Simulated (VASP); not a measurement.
An input for Ansatz (written as the equivalent of a VASP run, and not itself run):

Ansatz 0.2 input:
```yaml
crystal:
  lattice:
    - [3.8624520, 0.0000000, 0.0000000]
    - [0.0000000, 3.8624520, 0.0000000]
    - [0.0000000, 0.0000000, 3.8624520]
  atoms:
    - { symbol: Sr, position: [0.0000000, 0.0000000, 0.0000000] }
    - { symbol: Ti, position: [0.5000000, 0.5000000, 0.5000000] }
    - { symbol: O, position: [0.5000000, 0.0000000, 0.5000000] }
    - { symbol: O, position: [0.0000000, 0.5000000, 0.5000000] }
    - { symbol: O, position: [0.5000000, 0.5000000, 0.0000000] }
kpoints:
  mp_grid: { grid: [5, 5, 5] }
hamiltonian:
  xc: lda
  pseudopotentials: { kind: paw }
scf:
  occupations: { method: gaussian, width: 0.05 }
  max_iter: 100
relax:
  max_steps: 30
  f_tol: 0.001
output: { forces: true, stress: true, eigenvalues: true }
```

Question: Translate this input to VASP (INCAR, KPOINTS, POSCAR, choice of POTCAR).

Answer: Several could match; the one computed here: 
**INCAR**
```
PREC=Accurate
EDIFF=1E-8   ! SCF stop (eV)
ISMEAR=0
EDIFFG=-0.001   ! ionic stop
LCHARG=.False.
LASPH=.True.   ! aspherical one-centre terms
LWAVE=.False.
NELM=100   ! most electronic steps
SYSTEM=SrTiO3
LREAL=.False.   ! projection in real space or not
NSW=30
ENCUT=520   ! plane-wave cut-off (eV)
LMAXMIX=4   ! l cut-off of mixed one-centre charges
ALGO=Normal   ! blocked Davidson
IBRION=1   ! quasi-Newton
ISIF=2   ! forces and stress, cell fixed
SIGMA=0.05   ! width (eV)
```

File KPOINTS:
```
Automatic mesh
0
Gamma
5 5 5
0 0 0
```

**POSCAR**
```
SrTiO3
1.0
  3.8624519866   0.0000000000   0.0000000000
  0.0000000000   3.8624519866   0.0000000000
  0.0000000000   0.0000000000   3.8624519866
Sr Ti O
1 1 3
Direct
  0.0000000000   0.0000000000   0.0000000000
  0.5000000000   0.5000000000   0.5000000000
  0.5000000000   0.0000000000   0.5000000000
  0.0000000000   0.5000000000   0.5000000000
  0.5000000000   0.5000000000   0.0000000000
```

POTCAR, in this order: Sr_sv Ti_sv O (LDA.64 set). Program: vasp_std.

Limits of the translation: each code has its own PAW files, so the cut-off isn't converted (ENCUT is set for VASP's; basis.ecutwfc is left out, and Ansatz then takes the one that its files recommend); Ansatz stops its SCF on the density residual and VASP on the energy change (EDIFF); Ansatz's lda is the Perdew-Wang form, while the LDA potentials of VASP carry Perdew-Zunger's.

The structure comes from a computed database's SrTiO3 entry (Pm-3m); how it stands against other phases isn't given here. It was relaxed first. The start is the result of an earlier pass.
